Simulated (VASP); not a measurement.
VASP input:

### INCAR
```
ALGO = Normal   ! blocked Davidson
LCHARG = .FALSE.
ISMEAR = 0
EDIFFG = -0.02   ! ionic stop
ENCUT = 480   ! plane-wave cut-off (eV)
GGA = PE
LREAL = Auto   ! projection in real space or not
PREC = Accurate
SIGMA = 0.05   ! width (eV)
LMAXMIX = 4   ! l cut-off of mixed one-centre charges
LASPH = .TRUE.
EDIFF = 1E-6   ! SCF stop (eV)
SYSTEM = Bi2Te3
IBRION = 2
NELM = 100
ISIF = 3
LWAVE = .FALSE.
NSW = 60   ! most ionic steps
```

KPOINTS:
```
Automatic mesh
0
Gamma
5 5 1
0 0 0
```

### POSCAR
```
Bi2Te3
1.0
  4.4479920443   0.0000000000   0.0000000000
 -2.2239960222   3.8520738253   0.0000000000
  0.0000000000   0.0000000000  31.7624176289
Bi Te
6 9
Cart
 -0.0000022240   2.5680505009   8.5428726441
 -0.0000022240   2.5680505009   2.0446210738
 -2.2239960222   3.8520738253  19.1303345996
  0.0000000000   0.0000000000  12.6320830293
  2.2239982461   1.2840233244  29.7177965551
  2.2239982461   1.2840233244  23.2195449848
  0.0000000000   0.0000000000   0.0000000000
  2.2239982461   1.2840233244   3.7695967476
  0.0000000000   0.0000000000   6.8178652079
  2.2239982461   1.2840233244  10.5874619555
 -0.0000022240   2.5680505009  14.3570904655
  2.2239982461   1.2840233244  17.4053271634
 -0.0000022240   2.5680505009  21.1749556734
  0.0000000000   0.0000000000  24.9445524210
 -0.0000022240   2.5680505009  27.9928208813
```

POTCAR, in this order: Bi_d Te (PBE.64 set). Program: vasp_std.

Question: Write an equivalent input for Ansatz.

Answer: One equivalent input (not run):
Ansatz 0.2 input:
```yaml
crystal:
  lattice:
    - [4.4479920, 0.0000000, 0.0000000]
    - [-2.2239960, 3.8520738, 0.0000000]
    - [0.0000000, 0.0000000, 31.7624176]
  atoms:
    - { symbol: Bi, position: [0.3333330, 0.6666670, 0.2689617] }
    - { symbol: Bi, position: [0.3333330, 0.6666670, 0.0643723] }
    - { symbol: Bi, position: [0.0000000, 1.0000000, 0.6022947] }
    - { symbol: Bi, position: [0.0000000, 0.0000000, 0.3977053] }
    - { symbol: Bi, position: [0.6666670, 0.3333330, 0.9356277] }
    - { symbol: Bi, position: [0.6666670, 0.3333330, 0.7310383] }
    - { symbol: Te, position: [0.0000000, 0.0000000, 0.0000000] }
    - { symbol: Te, position: [0.6666670, 0.3333330, 0.1186810] }
    - { symbol: Te, position: [0.0000000, 0.0000000, 0.2146520] }
    - { symbol: Te, position: [0.6666670, 0.3333330, 0.3333330] }
    - { symbol: Te, position: [0.3333330, 0.6666670, 0.4520150] }
    - { symbol: Te, position: [0.6666670, 0.3333330, 0.5479850] }
    - { symbol: Te, position: [0.3333330, 0.6666670, 0.6666670] }
    - { symbol: Te, position: [0.0000000, 0.0000000, 0.7853480] }
    - { symbol: Te, position: [0.3333330, 0.6666670, 0.8813190] }
kpoints:
  mp_grid: { grid: [5, 5, 1] }
hamiltonian:
  xc: pbe
  pseudopotentials: { kind: paw }
scf:
  occupations: { method: gaussian, width: 0.05 }
  max_iter: 100
relax:
  max_steps: 60
  f_tol: 0.02
  cell: {}
output: { forces: true, stress: true, eigenvalues: true }
```
Limits of the translation: each code has its own PAW files, so the cut-off isn't converted (ENCUT is set for VASP's; basis.ecutwfc is left out, and Ansatz then takes the one that its files recommend); Ansatz stops its SCF on the density residual and VASP on the energy change (EDIFF).

The compound is Bi2Te3 in the tetradymite structure. It was relaxed first, which changed the volume by +7 %. The start is the result of an earlier pass.
